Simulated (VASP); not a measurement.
VASP ran on this input.

File KPOINTS:
```
Automatic mesh
0
Gamma
11 11 11
0 0 0
```

File POSCAR:
```
LiBr
1
    0.0000000000     2.7226900000     2.7226900000
    2.7226900000     0.0000000000     2.7226900000
    2.7226900000     2.7226900000     0.0000000000
Li Br
1 1
Direct
 -0.0010770000  -0.0021520000   0.0006360000
  0.5010770000   0.5021520000   0.4993640000
```

INCAR:
```
SYSTEM = LiBr
PREC = Accurate; ENCUT = 560; LREAL = .FALSE.
LASPH = .TRUE.
EDIFF = 1E-09; NELM = 100; ALGO = Normal
LMAXMIX = 4
ISMEAR = 0; SIGMA = 0.01
GGA = PE
ISIF = 2
LWAVE = .FALSE.; LCHARG = .FALSE.
```

POTCAR, in this order: Li_sv Br (PBE.64 set). Program: vasp_std.

Problem. Translate this PBE calculation to Ansatz.

Solution. One equivalent input (not run):
Ansatz 0.2 input:
```yaml
crystal:
  lattice:
    - [0.0000000, 2.7226900, 2.7226900]
    - [2.7226900, 0.0000000, 2.7226900]
    - [2.7226900, 2.7226900, 0.0000000]
  atoms:
    - { symbol: Li, position: [-0.0010770, -0.0021520, 0.0006360] }
    - { symbol: Br, position: [0.5010770, 0.5021520, 0.4993640] }
kpoints:
  mp_grid: { grid: [11, 11, 11] }
hamiltonian:
  xc: pbe
  pseudopotentials: { kind: paw }
scf:
  occupations: { method: gaussian, width: 0.01 }
  max_iter: 100
output: { forces: true, stress: true, eigenvalues: true }
```
Limits of the translation: each code has its own PAW files, so the cut-off isn't converted (ENCUT is set for VASP's; basis.ecutwfc is left out, and Ansatz then takes the one that its files recommend); Ansatz stops its SCF on the density residual and VASP on the energy change (EDIFF).

The structure comes from a computed database's LiBr entry; how it stands against other phases isn't given here. The cell was not relaxed at this level, atoms are displaced from their ideal sites. The run is one of a series of settings (EDIFF = 1E-09, ENCUT = 560, KPOINTS 11×11×11 Γ-centred mesh against the base run), some of them coarse on purpose.
